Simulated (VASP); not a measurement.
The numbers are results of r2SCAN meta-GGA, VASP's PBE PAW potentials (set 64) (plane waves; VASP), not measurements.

VASP input:

**KPOINTS**
```
K-points
0
G
4 4 4
```

INCAR:
```
# general
SYSTEM  = Zn3CdS4
PREC    = Accurate
ENCUT   = 400
LREAL   = .FALSE.   # projection in real space or not
LASPH   = .TRUE.   # aspherical one-centre terms

# electronic loop
EDIFF   = 1E-6
NELM    = 100
ALGO    = Normal   # blocked Davidson
LMAXMIX = 4   # l cut-off of mixed one-centre charges
LMIXTAU = .TRUE.

# smearing
ISMEAR  = 0
SIGMA   = 0.05

# functional
METAGGA = R2SCAN

# ions
IBRION  = 2
NSW     = 60
ISIF    = 3   # ions, shape and volume
EDIFFG  = -0.02

# output
LWAVE   = .FALSE.
LCHARG  = .FALSE.
```

POSCAR:
```
Zn3CdS4
1.0
  5.4614025981   0.0000000000   0.0000000000
  0.0000000000   5.4614025981   0.0000000000
  0.0000000000   0.0000000000   5.4614025981
Zn Cd S
3 1 4
direct
  1.0000000000   0.5000000000   0.5000000000
  0.5000000000   0.0000000000   0.5000000000
  0.5000000000   0.5000000000   0.0000000000
  1.0000000000   0.0000000000   0.0000000000
  0.2625581756   0.2625581756   0.2625581756
  0.2625581756   0.7374418244   0.7374418244
  0.7374418244   0.7374418244   0.2625581756
  0.7374418244   0.2625581756   0.7374418244
```

POTCAR, in this order: Zn Cd S (PBE.64 set). Program: vasp_std.

Energy and stress use the plane-wave basis of the starting cell.

Q: Predict the energy per atom (σ→0), volume per atom, band gap (on the k-mesh).

A: 
```json
{
 "energy per atom (σ→0)": "-10.764 eV/atom",
 "band gap (on the k-mesh)": "2.32 eV",
 "volume_per_atom": "20.82 Å³/atom"
}
```

**OSZICAR**
```
...
DAV:   5    -0.861109322915E+02    0.13885E-02   -0.24969E-03   860   0.361E-01    0.885E-02
DAV:   6    -0.861115027988E+02   -0.57051E-03   -0.28547E-03   860   0.414E-01    0.615E-02
DAV:   7    -0.861124001953E+02   -0.89740E-03   -0.67728E-04   872   0.209E-01    0.184E-02
DAV:   8    -0.861124098363E+02   -0.96410E-05   -0.36072E-05   878   0.458E-02    0.112E-02
DAV:   9    -0.861124163628E+02   -0.65265E-05   -0.30260E-05   872   0.371E-02    0.603E-03
DAV:  10    -0.861124311429E+02   -0.14780E-04   -0.43149E-06   672   0.163E-02    0.139E-03
DAV:  11    -0.861124314304E+02   -0.28747E-06   -0.21297E-07   477   0.411E-03
   3 F= -.86112431E+02 E0= -.86112431E+02  d E =-.200859E-01
```

The structure comes from a computed database's Zn3CdS4 entry (P-43m); how it stands against other phases isn't given here. This run relaxes it. Symmetry was kept, so distortions that lower it aren't found. The start is the result of an earlier pass.
